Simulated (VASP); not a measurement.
Runs of VASP 6.6.1 on SnO. It takes space group P4/nmm (No. 129, tetragonal). The conventional cell has a = 3.835 Å, b = 3.835 Å, c = 4.728 Å, α = 90.00°, β = 90.00°, γ = 90.00°. Around Sn (site symmetry 4mm) lie 4 O at 2.24 Å. O (site symmetry -4m2) has 4 Sn at 2.24 Å as nearest neighbours. 

| level | potentials or basis | spin | k mesh | grid for exact exchange (PRECFOCK) | screening parameter | mesh quality | gap on the mesh (eV) | pressure (GPa) | largest force (eV/Å) |
| --- | --- | --- | --- | --- | --- | --- | --- | --- | --- |
| TB-mBJ | VASP PAW PBE potentials, release 64 (Sn_d, O) | off | 8 × 8 × 6 | - | - | not flagged | 0.08 | - | - |
| HSE06 | VASP PAW PBE potentials, release 64 (Sn_d, O) | SOC, no magnetisation | 4 × 4 × 4 | Fast | 0.2 1/A | coarse | - | -2.2 | 0.66 |
| r2SCAN | VASP PAW PBE potentials, release 64 (Sn_d, O) | off | 8 × 8 × 6 | - | - | not flagged | (b) | -1.6 | (a) |
| LDA | VASP PAW LDA potentials, release 64 (Sn_d, O) | off | 8 × 8 × 6 | - | - | not flagged | - | (c) | 0.56 |

Alike in all rows: task band structure; cell as given; cutoff (eV) 520; smearing gaussian 0.03 eV.

Question: Fill in the values left out.

Answer: (a) 0.49; (b) 0.03; (c) -4.8.

Caveats: some runs use coarse meshes; the PAW data sets were made with another functional, which shifts forces and pressure a little (some runs); spin-orbit coupling is left out, which moves the levels of the heavy elements (some runs).

A k mesh can miss the band edges, and rows without SOC leave out spin-orbit coupling on Sn.

Runs at the PBE level aren't shown here.
